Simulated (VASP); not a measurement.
Data:

```
CELL_PARAMETERS angstrom
     -1.86163     1.86163     1.86163
      1.86163    -1.86163     1.86163
      1.86163     1.86163    -1.86163
ATOMIC_POSITIONS crystal
  In 0.00000 0.00000 0.00000
```

Calculation: PBEsol GGA, VASP's PBE PAW potentials (set 64) (plane waves; VASP). Settings: 400 eV cut-off, Gaussian smearing of 0.050 eV, potentials In_d.

### Question
Give the energies of bands 6 to 9 at the high-symmetry points, in eV from the Fermi level.

### Answer

```
band      Γ     H      N      P
----  -----  ----  -----  -----
6     -9.68  1.08  -3.96  -2.31
7     11.22  1.22  -3.28   0.07
8     11.22  1.22   5.95   0.07
9     11.22  1.22   7.35   0.07
```

It has no gap at this level: it comes out as a metal or semimetal.

The structure was generated: In was put into the bcc type (Im-3m), which need not be its known phase. It was relaxed first.
